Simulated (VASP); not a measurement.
# MnSe (Fm-3m) in VASP: a series of runs

Runs on MnSe. Level: LDA+U. Tasks: single point.

All numbers are computed with VASP 6.6.1; they aren't measurements. Logs are shortened: lines on timing, memory, paths and dates and some standing lists are left out, and cuts for length are marked.

## 1. Starting point

The structure is cubic, space group Fm-3m (No. 225). Conventional cell: a = 5.448 Å, b = 5.448 Å, c = 5.448 Å, α = 90.00°, β = 90.00°, γ = 90.00°. Mn (site symmetry m-3m) has 6 Se at 2.72 Å as nearest neighbours. Se (site symmetry m-3m) has 6 Mn at 2.72 Å as nearest neighbours.

## 2. Single point, LDA+U, collinear spin, typed start

Contents of INCAR:

```
SYSTEM = MnSe
  PREC = Accurate
  ENCUT = 520
  EDIFF = 1E-6
  ISMEAR = 0
  SIGMA = 0.05
  LREAL = .False.
  LASPH = .True.
  NELM = 150
  ALGO = Normal
  ISIF = 2
  LWAVE = .False.
  LCHARG = .False.
  ISPIN = 2
  MAGMOM = 5 0
  LORBIT = 11
  LMAXMIX = 4
  LDAU = .True.
  LDAUTYPE = 2
  LDAUL = 2 -1
  LDAUU = 8 0
  LDAUJ = 0 0
  LDAUPRINT = 1
  GGA = CA
  NBANDS = 20
```

Contents of KPOINTS:

```
regular mesh
0
Gamma
  6 6 6
  0 0 0
```

Contents of POSCAR:

```
MnSe
1.0
    0.0000000000      2.7239995800      2.7239995800
    2.7239995800      0.0000000000      2.7239995800
    2.7239995800      2.7239995800      0.0000000000
Mn Se
1 1
Direct
    0.0000000000      0.0000000000      0.0000000000
    0.5000000000      0.5000000000      0.5000000000
```

Potentials or basis: VASP PAW LDA potentials, release 64 (Mn_pv, Se).

Launch:

```console
$ cat potpaw_LDA.64/Mn_pv/POTCAR potpaw_LDA.64/Se/POTCAR > POTCAR
$ mpirun -np 1 vasp_std > vasp.out
```

OUTCAR:

```text
SYSTEM = MnSe
   PREC = Accurate
   ENCUT = 520
   EDIFF = 1E-6
   ISMEAR = 0
   LREAL = .False.
   LASPH = .True.
   NELM = 150
   ISIF = 2
   ISPIN = 2
   LORBIT = 11
   GGA = CA

 ion  position               nearest neighbor table
   1  0.000  0.000  0.000-   2 2.72   2 2.72   2 2.72   2 2.72   2 2.72   2 2.72
   2  0.500  0.500  0.500-   1 2.72   1 2.72   1 2.72   1 2.72   1 2.72   1 2.72

  LATTYP: Found a face centered cubic cell.
 ALAT       =     5.4479991600

  Lattice vectors:

 A1 = (   0.0000000000,   2.7239995800,   2.7239995800)
 A2 = (   2.7239995800,   0.0000000000,   2.7239995800)
 A3 = (   2.7239995800,   2.7239995800,   0.0000000000)

Analysis of symmetry for initial positions (statically):
=====================================================================
 Subroutine PRICEL returns:
 Original cell was already a primitive cell.

 Routine SETGRP: Setting up the symmetry group for a
 face centered cubic supercell.

 Subroutine GETGRP returns: Found 48 space group operations
 (whereof 48 operations were pure point group operations)
 out of a pool of 48 trial point group operations.

The static configuration has the point symmetry O_h .

Analysis of symmetry for dynamics (positions and initial velocities):
=====================================================================
 Subroutine PRICEL returns:
 Original cell was already a primitive cell.

 Routine SETGRP: Setting up the symmetry group for a
 face centered cubic supercell.

 Subroutine GETGRP returns: Found 48 space group operations
 (whereof 48 operations were pure point group operations)
 out of a pool of 48 trial point group operations.

The dynamic configuration has the point symmetry O_h .

Analysis of structural, dynamic, and magnetic symmetry:
=====================================================================
 Subroutine PRICEL returns:
 Original cell was already a primitive cell.

 Routine SETGRP: Setting up the symmetry group for a
 face centered cubic supercell.

 Subroutine GETGRP returns: Found 48 space group operations
 (whereof 48 operations were pure point group operations)
 out of a pool of 48 trial point group operations.

The overall configuration has the point symmetry O_h .

 Subroutine INISYM returns: Found 48 space group operations
 (whereof 48 operations are pure point group operations),
 and found     1 'primitive' translations

----------------------------------------------------------------------------------------

                                     Primitive cell

  volume of cell :      40.4251

  direct lattice vectors                    reciprocal lattice vectors
     0.000000000  2.723999580  2.723999580    -0.183553626  0.183553626  0.183553626
     2.723999580  0.000000000  2.723999580     0.183553626 -0.183553626  0.183553626
     2.723999580  2.723999580  0.000000000     0.183553626  0.183553626 -0.183553626

  length of vectors
     3.852317150  3.852317150  3.852317150     0.317924206  0.317924206  0.317924206

  position of ions in fractional coordinates (direct lattice)
     0.000000000  0.000000000  0.000000000
     0.500000000  0.500000000  0.500000000

  ion indices of the primitive-cell ions
   primitive index   ion index
                 1           1
                 2           2

----------------------------------------------------------------------------------------

 KPOINTS: regular mesh

Automatic generation of k-mesh.
 Grid dimensions read from file:
 generate k-points for:    6    6    6

 Generating k-lattice:

  Cartesian coordinates                     Fractional coordinates (reciprocal lattice)
    -0.030592271  0.030592271  0.030592271     0.166666667  0.000000000  0.000000000
     0.030592271 -0.030592271  0.030592271     0.000000000  0.166666667  0.000000000
     0.030592271  0.030592271 -0.030592271     0.000000000  0.000000000  0.166666667

  Length of vectors
     0.052987368  0.052987368  0.052987368

  Shift w.r.t. Gamma in fractional coordinates (k-lattice)
     0.000000000  0.000000000  0.000000000

 Subroutine IBZKPT returns following result:
 ===========================================

 Found     16 irreducible k-points:

 Following reciprocal coordinates:
            Coordinates               Weight
  0.000000  0.000000  0.000000      1.000000
  0.166667  0.000000  0.000000      8.000000
  0.333333  0.000000  0.000000      8.000000
  0.500000  0.000000  0.000000      4.000000
  0.166667  0.166667  0.000000      6.000000
  0.333333  0.166667  0.000000     24.000000
[... 8 lines left out ...]
 -0.333333  0.333333  0.166667     24.000000
 -0.333333  0.500000  0.166667     12.000000
   k-points           NKPTS =     16   k-points in BZ     NKDIM =     16   number of bands    NBANDS=     20
   number of dos      NEDOS =    301   number of ions     NIONS =      2
   total plane-waves  NPLWV =  27000
   dimension x,y,z NGX =    30 NGY =   30 NGZ =   30
   dimension x,y,z NGXF=    60 NGYF=   60 NGZF=   60
   ions per type =               1   1
   NGX,Y,Z   is equivalent  to a cutoff of  12.95, 12.95, 12.95 a.u.
   NGXF,Y,Z  is equivalent  to a cutoff of  25.89, 25.89, 25.89 a.u.
 SYSTEM =  MnSe
   PREC   = accura    normal or accurate (medium, high low for compatibility)
   ISTART =      0    job   : 0-new  1-cont  2-samecut
   ICHARG =      2    charge: 1-file 2-atom 10-const
   ISPIN  =      2    spin polarized calculation?
   LNONCOLLINEAR =      F non collinear calculations
   LSORBIT =      F    spin-orbit coupling
   LASPH  =      T    aspherical Exc in radial PAW
   ENCUT  =  520.0 eV  38.22 Ry    6.18 a.u.   7.16  7.16  7.16*2*pi/ulx,y,z
   NELM   =    150;   NELMIN=  2; NELMDL= -5     # of ELM steps
   EDIFF  = 0.1E-05   stopping-criterion for ELM
   LREAL  =      F    real-space projection
[... 7 lines left out ...]
   TEBEG  =    0.0;   TEEND  =   0.0 temperature during run
   PSTRESS=    0.0 pullay stress
   NELECT =      19.0000    total number of electrons
   NUPDOWN=      -1.0000    fix difference up-down
   EMIN   =  10.00;   EMAX   =-10.00  energy-range for DOS
[... 5 lines left out ...]
     AMIX     =   0.40;   BMIX     =  1.00
     AMIX_MAG =   1.60;   BMIX_MAG =  1.00
  volume/ion in A,a.u.               =      20.21       136.40
  Fermi-wavevector in a.u.,A,eV,Ry     =   1.272845  2.405329 22.043281  1.620135
  Thomas-Fermi vector in A             =   2.405701
   LORBIT       =     11    0 simple, 1 ext, 2 COOP (PROOUT), +10 PAW based schemes
 LDA+U is selected, type is set to LDAUTYPE =  2
   angular momentum for each species LDAUL =     2   -1
   U (eV)           for each species LDAUU =   8.0  0.0
   J (eV)           for each species LDAUJ =   0.0  0.0
   GGA     = CA    functional components
   LHFCALC =     F    Hartree Fock is set to
   AEXX    =    0.0000 exact exchange contribution
   IVDW    =     0    specifies the selected vdW correction
   LEPSILON=     F    determine dielectric tensor
   LRPA    =     F    only Hartree local field effects (RPA)
 spin polarized calculation
 Gauss-broadening in eV      SIGMA  =   0.05
  energy-cutoff  :      520.00
  volume of cell :       40.43
 maximum number of plane-waves:      1113
 NGX is ok and might be reduce to    30
   NGX = 15   NGY = 15   NGZ = 15

atom =   1  type =  1  l = 2

 onsite density matrix

spin component  1

  0.9447  0.0000  0.0000 -0.0000 -0.0000
  0.0000  0.9447  0.0000 -0.0000  0.0000
  0.0000  0.0000  0.9641  0.0000  0.0000
 -0.0000 -0.0000  0.0000  0.9447  0.0000
 -0.0000  0.0000  0.0000  0.0000  0.9641

spin component  2

  0.0103  0.0000 -0.0000  0.0000  0.0000
  0.0000  0.0103  0.0000  0.0000  0.0000
 -0.0000  0.0000  0.0542 -0.0000 -0.0000
  0.0000  0.0000 -0.0000  0.0103 -0.0000
  0.0000  0.0000 -0.0000 -0.0000  0.0542

 occupancies and eigenvectors

  o =  0.0103  v =  0.0000  0.0000  0.0000  0.0000  0.0000  0.0137 -0.9999  0.0000  0.0011  0.0000      0.0000  0.0000  0.0000  0.0000  0.0000  0.0000  0.0000  0.0000  0.0000  0.0000
  o =  0.0103  v =  0.0000  0.0000  0.0000  0.0000  0.0000  0.9999  0.0137  0.0000 -0.0002 -0.0000      0.0000  0.0000  0.0000  0.0000  0.0000  0.0000  0.0000  0.0000  0.0000  0.0000
  o =  0.0103  v =  0.0000  0.0000  0.0000  0.0000  0.0000  0.0002  0.0011  0.0000  1.0000  0.0000      0.0000  0.0000  0.0000  0.0000  0.0000  0.0000  0.0000  0.0000  0.0000  0.0000
  o =  0.0542  v =  0.0000  0.0000  0.0000  0.0000  0.0000 -0.0000 -0.0000  1.0000 -0.0000  0.0085      0.0000  0.0000  0.0000  0.0000  0.0000  0.0000  0.0000  0.0000  0.0000  0.0000
  o =  0.0542  v =  0.0000  0.0000  0.0000  0.0000  0.0000  0.0000  0.0000 -0.0085 -0.0000  1.0000      0.0000  0.0000  0.0000  0.0000  0.0000  0.0000  0.0000  0.0000  0.0000  0.0000
  o =  0.9447  v =  0.0000  0.2167 -0.0000 -0.9762  0.0000  0.0000  0.0000  0.0000  0.0000  0.0000      0.0000  0.0000  0.0000  0.0000  0.0000  0.0000  0.0000  0.0000  0.0000  0.0000
  o =  0.9447  v =  0.0000  0.9762 -0.0000  0.2167 -0.0000  0.0000  0.0000  0.0000  0.0000  0.0000      0.0000  0.0000  0.0000  0.0000  0.0000  0.0000  0.0000  0.0000  0.0000  0.0000
  o =  0.9447  v =  1.0000  0.0000  0.0000  0.0000  0.0000  0.0000  0.0000  0.0000  0.0000  0.0000      0.0000  0.0000  0.0000  0.0000  0.0000  0.0000  0.0000  0.0000  0.0000  0.0000
  o =  0.9641  v =  0.0000  0.0000 -0.0130  0.0000  0.9999  0.0000  0.0000  0.0000  0.0000  0.0000      0.0000  0.0000  0.0000  0.0000  0.0000  0.0000  0.0000  0.0000  0.0000  0.0000
  o =  0.9641  v =  0.0000  0.0000  0.9999 -0.0000  0.0130  0.0000  0.0000  0.0000  0.0000  0.0000      0.0000  0.0000  0.0000  0.0000  0.0000  0.0000  0.0000  0.0000  0.0000  0.0000

 number of electron      19.0000011 magnetization       5.0000006

 Free energy of the ion-electron system (eV)
  ---------------------------------------------------
  ext. energy  EPLUGINS =         0.00000000
  ---------------------------------------------------
  free energy    TOTEN  =       -11.97313045 eV

  energy without entropy =      -11.97313045  energy(sigma->0) =      -11.97313045

 E-fermi :   5.3683     XC(G=0): -10.6068

 val. band max:        5.0888797117   @ k =   0.5000   0.0000   0.0000
 cond. band min:       5.7123860683   @ k =   0.5000   0.5000   0.0000
 fundamental gap:      0.6235063565
 Fermi energy:         5.3683141609

 spin component 1

 k-point     1 :       0.0000    0.0000    0.0000
  band No.  band energies     occupation
      1     -45.1253      1.00000
      2     -45.1253      1.00000
      3     -45.1253      1.00000
      4      -8.6704      1.00000
      5      -1.4612      1.00000
      6      -1.4612      1.00000
[... 12 lines left out ...]
     19      15.8876      0.00000
     20      15.8876      0.00000
[... 323 lines left out ...]
 k-point    16 :      -0.3333    0.5000    0.1667
  band No.  band energies     occupation
      1     -45.1287      1.00000
      2     -45.1276      1.00000
      3     -45.1270      1.00000
      4      -7.4138      1.00000
      5      -1.6276      1.00000
      6      -1.4984      1.00000
[... 12 lines left out ...]
     19      20.6572      0.00000
     20      20.6940      0.00000
 Fermi energy:         5.3683141609

 spin component 2

 k-point     1 :       0.0000    0.0000    0.0000
  band No.  band energies     occupation
      1     -40.5415      1.00000
      2     -40.5415      1.00000
      3     -40.5415      1.00000
      4      -8.4596      1.00000
      5       4.5563      1.00000
      6       4.5563      1.00000
[... 12 lines left out ...]
     19      17.1315      0.00000
     20      17.1315      0.00000
[... 323 lines left out ...]
 k-point    16 :      -0.3333    0.5000    0.1667
  band No.  band energies     occupation
      1     -40.5464      1.00000
      2     -40.5448      1.00000
      3     -40.5439      1.00000
      4      -7.0404      1.00000
      5       0.8098      1.00000
      6       1.9175      1.00000
[... 12 lines left out ...]
     19      20.8568      0.00000
     20      22.6818      0.00000

------------------------ aborting loop because EDIFF is reached ----------------------------------------

  FORCE on cell =-STRESS in cart. coord.  units (eV):
  Direction    XX          YY          ZZ          XY          YZ          ZX
  --------------------------------------------------------------------------------------
  -------------------------------------------------------------------------------------
  Total        0.0543929      0.0543929      0.0543929      0.0000000      0.0000000     -0.0000000
  in kB        2.1557646      2.1557646      2.1557646      0.0000000      0.0000000     -0.0000000
  external PRESSURE =       2.1557646 kB  Pullay stress =       0.0000000 kB

 VOLUME and BASIS-vectors are now :
 -----------------------------------------------------------------------------
  energy-cutoff  :      520.00
  volume of cell :       40.43
      direct lattice vectors                 reciprocal lattice vectors
     0.000000000  2.723999580  2.723999580    -0.183553626  0.183553626  0.183553626
     2.723999580  0.000000000  2.723999580     0.183553626 -0.183553626  0.183553626
     2.723999580  2.723999580  0.000000000     0.183553626  0.183553626 -0.183553626

 POSITION                                       TOTAL-FORCE (eV/Angst)
 -----------------------------------------------------------------------------------
      0.00000      0.00000      0.00000         0.000000      0.000000      0.000000
      2.72400      2.72400      2.72400        -0.000000     -0.000000     -0.000000
 -----------------------------------------------------------------------------------
    total drift:                               -0.000000      0.000000      0.000000

  FREE ENERGIE OF THE ION-ELECTRON SYSTEM (eV)
  ---------------------------------------------------
  free  energy   TOTEN  =       -11.9731304541 eV

  energy  without entropy=      -11.9731304541  energy(sigma->0) =      -11.97313045

 total charge

# of ion       s       p       d       tot
------------------------------------------
    1        0.236   6.170   4.885  11.291
    2        1.444   2.477   0.020   3.941
--------------------------------------------------
tot          1.680   8.647   4.905  15.231

 magnetization (x)

# of ion       s       p       d       tot
------------------------------------------
    1        0.042   0.032   4.612   4.685
    2        0.012   0.019   0.009   0.040
--------------------------------------------------
tot          0.053   0.051   4.621   4.726
```

Wall time 17 s (1 thread of AMD EPYC 9R45 (Zen 5), shared host); peak memory 0.14 GiB.

What came out:

| Item | Value |
| --- | --- |
| Free energy | -11.9731 eV |
| Pressure | 0.2 GPa |
| Band gap on the k mesh | 0.62 eV, indirect (least direct gap 2.03 eV) |
| Net moment | 5.00 μB per cell |
| Site moments | Mn +4.68; Se +0.04 μB |
| Valence electrons inside the program's atomic spheres | Mn 11.29; Se 3.94 |

Eigenvalues of the final occupation matrices:
```csv
site,spin,trace,eigenvalues
site 1 d,1,4.76,0.94 0.94 0.94 0.96 0.96
site 1 d,2,0.14,0.01 0.01 0.01 0.05 0.05
```

Caveat: a cell with one magnetic atom can't hold antiferromagnetic order, which such compounds often take. A k mesh can miss the band edges.

## 3. Single point, LDA+U, collinear spin, typed start

Contents of INCAR:

```
PREC = Accurate ; ENCUT = 520
EDIFF = 1E-6 ; ISMEAR = 0
SIGMA = 0.05 ; LREAL = F
LASPH = T ; NELM = 150
ALGO = Normal ; ISIF = 2
LWAVE = F ; LCHARG = T
ISPIN = 2 ; MAGMOM = 5 0
LORBIT = 11 ; LMAXMIX = 4
LDAU = T ; LDAUTYPE = 2
LDAUL = 2 -1 ; LDAUU = 8 0
LDAUJ = 0 0 ; LDAUPRINT = 1
GGA = CA ; LELF = T
LVHAR = T ; NBANDS = 20
```

Contents of KPOINTS:

```
regular mesh
0
Gamma
  6 6 6
```

POSCAR is that of step 2.

Potentials or basis: VASP PAW LDA potentials, release 64 (Mn_pv, Se).

Launch:

```console
$ cat potpaw_LDA.64/Mn_pv/POTCAR potpaw_LDA.64/Se/POTCAR > POTCAR
$ mpirun -np 1 vasp_std > vasp.out
```

Wall time 18 s (1 thread of AMD EPYC 9R45 (Zen 5), shared host); peak memory 0.14 GiB.

It converged, with:

| Quantity | Value |
| --- | --- |
| Free energy | -11.9731 eV |
| Pressure | 0.2 GPa |
| Band gap on the k mesh | 0.62 eV, indirect (least direct gap 2.03 eV) |
| Net moment | 5.00 μB per cell |
| Site moments | Mn +4.68; Se +0.04 μB |
| Valence electrons inside the program's atomic spheres | Mn 11.29; Se 3.94 |

Levels at points of the mesh, in eV from the valence-band top:
Spin up:
| k point | band 10 | band 11 | band 12 | band 13 | band 14 | band 15 |
| --- | --- | --- | --- | --- | --- | --- |
| (0.00, 0.00, 0.00) | -0.72 | -0.72 | -0.72 | 1.50 | 8.18 | 8.18 |
| (0.50, 0.00, 0.00) | -4.87 | 0.00 | 0.00 | 2.97 | 5.41 | 5.41 |
| (0.50, 0.50, 0.00) | -5.02 | -2.52 | -2.52 | 0.62 | 4.75 | 10.90 |
Spin down:
```csv
k point,band 4,band 5,band 6,band 7,band 8,band 9,band 10,band 11
"(0.00, 0.00, 0.00)",-13.55,-0.53,-0.53,-0.53,2.33,3.23,3.23,3.23
"(0.50, 0.00, 0.00)",-12.41,-5.48,-1.70,-1.70,3.46,4.53,4.63,4.63
"(0.50, 0.50, 0.00)",-12.17,-4.68,-2.23,-2.23,1.52,1.84,4.00,4.92
```

Eigenvalues of the final occupation matrices:
| site | spin | trace | eigenvalues |
| --- | --- | --- | --- |
| site 1 d | 1 | 4.76 | 0.94 0.94 0.94 0.96 0.96 |
| site 1 d | 2 | 0.14 | 0.01 0.01 0.01 0.05 0.05 |

Caveat: a cell with one magnetic atom can't hold antiferromagnetic order, which such compounds often take.
